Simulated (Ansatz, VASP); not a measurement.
**La3TlC: VASP beside Ansatz**

Aim: how closely do two programs agree when they are given the same cell, functional and k mesh? The cell is taken from a series of runs on this material, whose earlier steps may have relaxed, scaled, displaced or heated it; both programs get it as it stands.

Program: Ansatz 0.2.0. Level of theory: plane waves, with VASP 6.6.1 beside it; relaxation of cell and atoms at PBEsol. Results are calculated unless marked as measured.

### Step 1. Set-up

Symmetry: Pm-3m, No. 221, cubic system. Conventional cell: a = 5.164 Å, b = 5.164 Å, c = 5.164 Å, α = 90.00°, β = 90.00°, γ = 90.00°. Nearest to La lie 2 C at 2.58 Å and 4 Tl at 3.65 Å and 8 La at 3.65 Å. Nearest to Tl lie 12 La at 3.65 Å. C has 6 La at 2.58 Å nearest. Farther neighbours are not listed.

As a file:

```cif
data_structure
_symmetry_space_group_name_H-M 'P 1'
_symmetry_Int_Tables_number 1
_cell_length_a 5.1637
_cell_length_b 5.1637
_cell_length_c 5.1637
_cell_angle_alpha 90.000
_cell_angle_beta 90.000
_cell_angle_gamma 90.000
_cell_volume 137.69
loop_
_atom_site_label
_atom_site_type_symbol
_atom_site_fract_x
_atom_site_fract_y
_atom_site_fract_z
_atom_site_occupancy
La1 La 0.50000 0.00000 0.50000 1
La2 La 0.00000 0.50000 0.50000 1
La3 La 0.50000 0.50000 0.00000 1
Tl4 Tl 0.00000 0.00000 0.00000 1
C5 C 0.50000 0.50000 0.50000 1
```

### Step 2. VASP: relaxation of cell and atoms, PBEsol

The relaxed volume is the usual yardstick between codes: in a stiff, nearly cubic crystal its relative difference is about their pressure difference at one cell divided by the bulk modulus.

Lines of VASP's logs that name or quote its potential files are left out, and so is its time.

INCAR

```
SYSTEM = La3TlC
PREC = Accurate
ENCUT = 600
EDIFF = 1E-07
NELM = 200
ISMEAR = 1
SIGMA = 0.2
LREAL = .FALSE.
ALGO = Normal
GGA = PS
NBANDS = 31
LASPH = .TRUE.
LORBIT = 11
LWAVE = .FALSE.
LCHARG = .FALSE.
ISIF = 3
IBRION = 2
NSW = 80
EDIFFG = -0.005
GGA_COMPAT = .FALSE.
NELMIN = 4
LMAXMIX = 6
KPAR = 2
```

POSCAR

```
La3TlC
1.0
    5.1637180000      0.0000000000      0.0000000000
    0.0000000000      5.1637180000      0.0000000000
    0.0000000000      0.0000000000      5.1637180000
La Tl C
3 1 1
Direct
    0.5000000000      0.0000000000      0.5000000000
    0.0000000000      0.5000000000      0.5000000000
    0.5000000000      0.5000000000      0.0000000000
    0.0000000000      0.0000000000      0.0000000000
    0.5000000000      0.5000000000      0.5000000000
```

KPOINTS

```
Automatic mesh
0
Gamma
8 8 8
0 0 0
```

PAW data sets: La, Tl_d and C (PBE family, release 64).

Started as:

```sh
$ mpirun -np 2 vasp_std
```

Numbers of over 12 decimals in the logs are rounded to 6 here.

Log:

```text
[banner, memory and clock lines left out]
running    2 mpi-ranks, on    1 nodes
 distrk:  each k-point on    1 cores,    2 groups
 distr:  one band on    1 cores,    1 groups

 POSCAR found type information on POSCAR LaTlC
 POSCAR found :  3 types and       5 ions
|                                                                             |
|               ----> ADVICE to this user running VASP <----                  |
|                                                                             |
|     You enforced a specific xc type in the INCAR file but a different       |
|     [... a line on the potential file left out ...]
|     I HOPE YOU KNOW WHAT YOU ARE DOING!                                     |
|                                                                             |

 LDA part: xc-table for (Slater+PW92), standard interpolation
 POSCAR, INCAR and KPOINTS ok, starting setup
 FFT: planning ... GRIDC
 FFT: planning ... GRID_SOFT
 FFT: planning ... GRID
 WAVECAR not read
 entering main loop
       N       E                     dE             d eps       ncg     rms          rms(c)
DAV:   1     0.647070326084E+03    0.64707E+03   -0.19934E+04  2170   0.257E+03
DAV:   2     0.162150305439E+03   -0.48492E+03   -0.47345E+03  3082   0.422E+02
DAV:   3    -0.731831726042E+01   -0.16947E+03   -0.16465E+03  3699   0.247E+02
DAV:   4    -0.324513598891E+02   -0.25133E+02   -0.24053E+02  4052   0.121E+02
DAV:   5    -0.348285174809E+02   -0.23772E+01   -0.23178E+01  4252   0.346E+01    0.107E+01
DAV:   6    -0.301415804536E+02    0.46869E+01   -0.44101E+01  3684   0.266E+01    0.613E+00
DAV:   7    -0.298513122005E+02    0.29027E+00   -0.59584E+00  4158   0.165E+01    0.231E+00
DAV:   8    -0.297960295837E+02    0.55283E-01   -0.42752E-01  3676   0.408E+00    0.979E-01
DAV:   9    -0.297887660623E+02    0.72635E-02   -0.53888E-02  4268   0.164E+00    0.366E-01
DAV:  10    -0.297883077723E+02    0.45829E-03   -0.88559E-03  4188   0.514E-01    0.139E-01
DAV:  11    -0.297883869265E+02   -0.79154E-04   -0.21563E-03  3669   0.227E-01    0.680E-02
DAV:  12    -0.297883472777E+02    0.39649E-04   -0.14439E-03  3997   0.147E-01    0.415E-02
DAV:  13    -0.297882884836E+02    0.58794E-04   -0.25395E-04  3925   0.766E-02    0.631E-03
DAV:  14    -0.297882915310E+02   -0.30474E-05   -0.44508E-05  4164   0.336E-02    0.590E-03
DAV:  15    -0.297882908472E+02    0.68381E-06   -0.38433E-06  2653   0.976E-03    0.196E-03
DAV:  16    -0.297882909750E+02   -0.12777E-06   -0.12168E-06  2844   0.768E-03    0.108E-03
DAV:  17    -0.297882909445E+02    0.30421E-07   -0.53695E-07  2621   0.519E-03
   1 F= -.29788291E+02 E0= -.29787229E+02  d E =-.297883E+02
 curvature:   0.00 expect dE= 0.000E+00 dE for cont linesearch  0.000E+00
 trial: gam= 0.00000 g(F)=  0.000E+00 g(S)=  0.587E-04 ort = 0.000E+00 (trialstep = 0.100E+01)
 search vector abs. value=  0.587E-04
 bond charge predicted
       N       E                     dE             d eps       ncg     rms          rms(c)
DAV:   1    -0.297888754189E+02   -0.58444E-03   -0.15362E-02  2618   0.936E-01    0.129E-01
DAV:   2    -0.297884101581E+02    0.46526E-03   -0.16912E-03  3737   0.416E-01    0.521E-02
DAV:   3    -0.297883037843E+02    0.10637E-03   -0.55904E-04  3189   0.181E-01    0.260E-02
DAV:   4    -0.297882993455E+02    0.44389E-05   -0.68171E-05  3901   0.656E-02    0.161E-02
DAV:   5    -0.297883008147E+02   -0.14693E-05   -0.11086E-05  3873   0.236E-02    0.813E-03
DAV:   6    -0.297883024996E+02   -0.16849E-05   -0.29477E-06  3933   0.930E-03    0.267E-03
DAV:   7    -0.297883033794E+02   -0.87976E-06   -0.12518E-06  3461   0.609E-03    0.152E-03
DAV:   8    -0.297883036014E+02   -0.22201E-06   -0.30851E-07  2357   0.454E-03    0.616E-04
DAV:   9    -0.297883036755E+02   -0.74080E-07   -0.69838E-08  1750   0.428E-03
   2 F= -.29788304E+02 E0= -.29787228E+02  d E =-.127309E-04
 trial-energy change:   -0.000013  1 .order   -0.000013   -0.000059    0.000032
 step:   0.6378(harm=  0.6483)  dis= 0.00000  next Energy=   -29.788309 (dE=-0.185E-04)
 reached required accuracy - stopping structural energy minimisation
```

From OUTCAR (step 2):

```text
ion  position               nearest neighbor table
   1  0.500  0.000  0.500-   5 2.58   5 2.58   4 3.65   2 3.65   3 3.65   4 3.65   2 3.65   3 3.65
                             3 3.65   3 3.65   2 3.65   4 3.65   4 3.65   2 3.65
   2  0.000  0.500  0.500-   5 2.58   5 2.58   4 3.65   1 3.65   3 3.65   4 3.65   1 3.65   4 3.65
                             4 3.65   1 3.65   3 3.65   3 3.65   3 3.65   1 3.65
   3  0.500  0.500  0.000-   5 2.58   5 2.58   4 3.65   1 3.65   1 3.65   2 3.65   2 3.65   1 3.65
                             4 3.65   1 3.65   2 3.65   4 3.65   2 3.65   4 3.65
   4  0.000  0.000  0.000-   1 3.65   2 3.65   3 3.65   1 3.65   2 3.65   2 3.65   3 3.65   2 3.65
                             1 3.65   3 3.65   1 3.65   3 3.65
   5  0.500  0.500  0.500-   1 2.58   2 2.58   3 2.58   3 2.58   1 2.58   2 2.58

  LATTYP: Found a simple cubic cell.
 ALAT       =     5.1637180000

 Subroutine GETGRP returns: Found 48 space group operations
 (whereof 48 operations were pure point group operations)

The static configuration has the point symmetry O_h .

 Found     35 irreducible k-points:

   k-points           NKPTS =     35   k-points in BZ     NKDIM =     35   number of bands    NBANDS=     31

   dimension x,y,z NGX =    42 NGY =   42 NGZ =   42
   dimension x,y,z NGXF=    84 NGYF=   84 NGZF=   84

   ENCUT  =  600.0 eV  44.10 Ry    6.64 a.u.  10.31 10.31 10.31*2*pi/ulx,y,z

   NELECT =      50.0000    total number of electrons

 k-points in reciprocal lattice and weights: Automatic mesh
   0.00000000  0.00000000  0.00000000       0.002
   0.12500000  0.00000000  0.00000000       0.012
   0.25000000  0.00000000  0.00000000       0.012
   0.37500000  0.00000000  0.00000000       0.012
   0.50000000  0.00000000  0.00000000       0.006
   0.12500000  0.12500000  0.00000000       0.023
   0.25000000  0.12500000  0.00000000       0.047
   0.37500000  0.12500000  0.00000000       0.047
   0.50000000  0.12500000  0.00000000       0.023
[...]
0.50000000  0.50000000  0.37500000       0.012
   0.50000000  0.50000000  0.50000000       0.002

 average (electrostatic) potential at core
       1 -95.8086       2 -95.8086       3 -95.8086       4 -80.9708       5 -45.9062

 E-fermi :   7.6923

 k-point     1 :       0.0000    0.0000    0.0000
  band No.  band energies     occupation
    ...
     20       7.2174      2.00399
     21       7.2174      2.00399
     22       7.2239      2.00455
     23       7.2239      2.00455
     24       7.2239      2.00455
     25       7.7844      0.30484
     26       7.7844      0.30484
     27       7.7844      0.30484
     28       8.8186     -0.00000
     29       8.8186     -0.00000
    ...

 k-point     2 :       0.1250    0.0000    0.0000
  band No.  band energies     occupation
    ...
     21       7.1815      2.00181
     22       7.1815      2.00181
     23       7.2530      2.00805
     24       7.3565      2.03894
     25       7.4153      2.06463
     26       7.8330      0.07782
     27       7.8330      0.07782
     28       8.5868     -0.00000
     29       8.7793     -0.00000
     30       8.7793     -0.00000
    ...

 k-point     3 :       0.2500    0.0000    0.0000
  band No.  band energies     occupation
    ...
     23       7.1392      2.00065
     24       7.3292      2.02768
     25       7.7493      0.53859
     26       7.7503      0.53118
     27       7.7503      0.53118
     28       8.6127     -0.00000
     29       8.9252     -0.00000
     30       8.9252     -0.00000
     31       9.5396     -0.00000

  Total        0.0244200      0.0244200      0.0244200      0.0000000      0.0000000      0.0000000
  in kB        0.2845349      0.2845349      0.2845349      0.0000000      0.0000000      0.0000000
  external PRESSURE =       0.2845349 kB  Pullay stress =       0.0000000 kB

  energy-cutoff  :      600.00
  volume of cell :      137.51
      direct lattice vectors                 reciprocal lattice vectors
     5.161475321 -0.000000000 -0.000000000     0.193743056 -0.000000000 -0.000000000
     0.000000000  5.161475321 -0.000000000     0.000000000  0.193743056 -0.000000000
     0.000000000  0.000000000  5.161475321     0.000000000  0.000000000  0.193743056

 POSITION                                       TOTAL-FORCE (eV/Angst)
 -----------------------------------------------------------------------------------
      2.58074     -0.00000      2.58074         0.000000      0.000000      0.000000
      0.00000      2.58074      2.58074        -0.000000      0.000000      0.000000
      2.58074      2.58074     -0.00000         0.000000     -0.000000      0.000000
      0.00000      0.00000      0.00000         0.000000     -0.000000      0.000000
      2.58074      2.58074      2.58074        -0.000000      0.000000      0.000000
 -----------------------------------------------------------------------------------
    total drift:                                0.000000     -0.000000      0.000000

  FREE ENERGIE OF THE ION-ELECTRON SYSTEM (eV)
  ---------------------------------------------------
  free  energy   TOTEN  =       -29.7883036755 eV

  energy  without entropy=      -29.7850774887  energy(sigma->0) =      -29.78722828

 reached required accuracy - stopping structural energy minimisation

 total charge
# of ion       s       p       d       f       tot
--------------------------------------------------
    1        2.059   5.606   0.804   0.144   8.614
    2        2.059   5.606   0.804   0.144   8.614
    3        2.059   5.606   0.804   0.144   8.614
    4        1.034   0.672   9.580   0.000  11.286
    5        0.906   1.382   0.000   0.000   2.288
--------------------------------------------------
tot          8.117  18.872  11.993   0.433  39.415

[... 3 further parts left out ...]
```

The PAW data sets were made with PBE, which is usual practice but a small mismatch for other functionals. The run keeps the 48 symmetry operations of its start, so it cannot find a distortion of lower symmetry.

(Continued in part 2 of 2.)

[Lines on the potential files, build, host, timing and source positions are cut from VASP's logs without a mark.]

[Logs are printed without paths, hosts, clocks, repeated set-up lines and the standing remarks that a program may print on its own settings, such as how far it seeks lower states.]

[Hosts, paths, dates, database ids (printed as entryN), source tags and the programs' standing remarks are cut or masked in the printed files.]
